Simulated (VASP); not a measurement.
Level of theory: PBEsol GGA, VASP's PBE PAW potentials (set 64) (plane waves; VASP).

VASP ran on this input.

### KPOINTS
```
Automatic mesh
0
Gamma
10 10 10
0 0 0
```

File POSCAR:
```
CoSi2
3.8122410
  0.0000000000   0.7071068456   0.7071068456
  0.7071068456   0.0000000000   0.7071068456
  0.7071068456   0.7071068456   0.0000000000
Co Si
1 2
Cartesian
  0.0000000000   0.0000000000   0.0000000000
  0.3535534228   0.3535534228   0.3535534228
  1.0606602684   1.0606602684   1.0606602684
```

**INCAR**
```
SYSTEM = CoSi2
PREC = Accurate; ENCUT = 480; LREAL = F
LASPH = T
EDIFF = 1E-7; NELM = 100; ALGO = Normal
LMAXMIX = 4
ISMEAR = 1; SIGMA = 0.1
GGA = PS
ISIF = 2
LWAVE = F; LCHARG = F
```

POTCAR, in this order: Co Si (PBE.64 set). Program: vasp_std.

Output of the run:

**OSZICAR**
```
       N       E                     dE             d eps       ncg     rms          rms(c)
DAV:   1     0.628143196898E+02    0.62814E+02   -0.65402E+03  1144   0.124E+03
DAV:   2    -0.186307082936E+02   -0.81445E+02   -0.76194E+02  1128   0.243E+02
DAV:   3    -0.224755857155E+02   -0.38449E+01   -0.37099E+01  1444   0.610E+01
DAV:   4    -0.225757475454E+02   -0.10016E+00   -0.99944E-01  1428   0.923E+00
DAV:   5    -0.225786182627E+02   -0.28707E-02   -0.28701E-02  1516   0.162E+00    0.149E+01
DAV:   6    -0.266928501272E+02   -0.41142E+01   -0.47248E+01  1416   0.145E+02    0.191E+01
DAV:   7    -0.209584904682E+02    0.57344E+01   -0.18975E+01  1492   0.113E+02    0.346E+00
DAV:   8    -0.209825100627E+02   -0.24020E-01   -0.12323E+00  1392   0.967E+00    0.193E+00
DAV:   9    -0.209416996007E+02    0.40810E-01   -0.11858E-01  1400   0.711E+00    0.464E-01
DAV:  10    -0.209408915283E+02    0.80807E-03   -0.70623E-03  1608   0.108E+00    0.942E-02
DAV:  11    -0.209408202621E+02    0.71266E-04   -0.46804E-04  1684   0.394E-01    0.506E-02
DAV:  12    -0.209408319054E+02   -0.11643E-04   -0.27851E-05  1276   0.566E-02    0.240E-02
DAV:  13    -0.209408302754E+02    0.16300E-05   -0.39364E-06  1484   0.175E-02    0.514E-03
DAV:  14    -0.209408302092E+02    0.66144E-07   -0.96716E-07  1704   0.140E-02
   1 F= -.20940830E+02 E0= -.20941270E+02  d E =0.131905E-02
```

### OUTCAR
```
------------------------ aborting loop because EDIFF is reached ----------------------------------------
  FORCE on cell =-STRESS in cart. coord.  units (eV):
  Direction    XX          YY          ZZ          XY          YZ          ZX
  --------------------------------------------------------------------------------------
  Total       -1.9101523     -1.9101523     -1.9101523      0.0000000      0.0000000      0.0000000
  in kB      -78.1182339    -78.1182339    -78.1182339      0.0000000      0.0000000      0.0000000
  external PRESSURE =     -78.1182339 kB  Pullay stress =       0.0000000 kB
  volume of cell :       39.18
      direct lattice vectors                 reciprocal lattice vectors
     0.000000000  2.695661708  2.695661708    -0.185483215  0.185483215  0.185483215
     2.695661708  0.000000000  2.695661708     0.185483215 -0.185483215  0.185483215
     2.695661708  2.695661708  0.000000000     0.185483215  0.185483215 -0.185483215
 POSITION                                       TOTAL-FORCE (eV/Angst)
 -----------------------------------------------------------------------------------
      0.00000      0.00000      0.00000        -0.000000      0.000000      0.000000
      1.34783      1.34783      1.34783         0.000000     -0.000000      0.000000
      4.04349      4.04349      4.04349        -0.000000     -0.000000     -0.000000
 -----------------------------------------------------------------------------------
    total drift:                               -0.000000     -0.000000      0.000000
  FREE ENERGIE OF THE ION-ELECTRON SYSTEM (eV)
  ---------------------------------------------------
  free  energy   TOTEN  =       -20.9408302092 eV

  energy  without entropy=      -20.9421492543  energy(sigma->0) =      -20.94126989
```
(Selected blocks of OUTCAR.)

The compound is CoSi2 in the fluorite structure. This cell was strained or had an atom moved on purpose. The run is not spin-polarised, so no magnetic state was tried. The electron count is odd and the run is not spin-polarised, which forces a metal.
